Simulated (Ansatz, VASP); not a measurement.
**Two plane-wave programs on RuSe**

INCAR

```
SYSTEM = RuSe
  PREC = Accurate
  ENCUT = 520
  EDIFF = 1E-6
  ISMEAR = 0
  SIGMA = 0.05
  LREAL = .FALSE.
  LASPH = .TRUE.
  NELM = 60
  ALGO = Normal
  ISIF = 2
  LWAVE = .FALSE.
  LCHARG = .FALSE.
  LNONCOLLINEAR = .TRUE.
  MAGMOM = 0.135 0.075 0.111 0 0 0
  LORBIT = 11
  LMAXMIX = 4
```

File KPOINTS:

```
regular mesh
0
G
  6 6 6
  0 0 0
```

File POSCAR:

```
RuSe
1.0
    0.0000000000      2.6776164100      2.6776164100
    2.6776164100      0.0000000000      2.6776164100
    2.6776164100      2.6776164100      0.0000000000
Ru Se
1 1
Direct
    0.5000000000      0.5000000000      0.5000000000
    0.0000000000      0.0000000000      0.0000000000
```

input.yaml

```yaml
crystal:
  lattice:
    - [0.0, 2.67761641, 2.67761641]
    - [2.67761641, 0.0, 2.67761641]
    - [2.67761641, 2.67761641, 0.0]
  atoms:
    - { symbol: Ru, position: [0.5, 0.5, 0.5], spin: 0.19, spin_axis: [0.135, 0.075, 0.111] }
    - { symbol: Se, position: [0.0, 0.0, 0.0] }
hamiltonian:
  xc: lda
  pseudopotentials: { kind: paw }
magnetization:
  noncollinear: true
  spin_orbit: false
kpoints:
  mp_grid: { grid: [6, 6, 6] }
scf:
  occupations: { method: gaussian, width: 0.05 }
output:
  forces: true
  stress: true
  eigenvalues: true
  write_density: true
  write_potential: true
  elf: true
  volumetric_format: npy
```

The cell comes from a database or a generator and needn't be the stable form of this composition.

Alike in both runs: task single point; functional LDA; k mesh 6 × 6 × 6; occupations gaussian, width 0.05 eV; non-collinear spin, random start.

|  | VASP | Ansatz |
| --- | --- | --- |
| version | VASP 6.6.1 | Ansatz 0.2.0 |
| potentials or method | VASP PAW LDA potentials, release 64 (Ru_pv, Se) | Ansatz PAW |
| plane-wave cutoff (eV) | 520 | 420 |
| valence electrons in the cell | 20 | 32 |

```tsv
	VASP	Ansatz	Ansatz less VASP
gap on the k mesh at the Fermi level (eV)	none	none	-
pressure (GPa)	-20.5	-19.1	+1.36
net moment per atom (μB)	0.03	0.56	+0.532
size of the moment on the site where the two differ most (μB)	0.06	0.84	+0.785
```

The net moments differ so much that the two runs ended in different magnetic states, which moves the other rows too. Site moments also hang on the region over which each program counts them. A gap of «none» marks a metal or a gap that the smearing closes. The two sets of potentials don't hold the same shells in valence.

Caveats: so large a pressure means that the cell lies far from this level's equilibrium, or that cutoff or potentials fall short; the PAW data sets come from PBE, with cores solved anew for the run's functional, which leaves a small shift of forces and pressure (Ansatz).
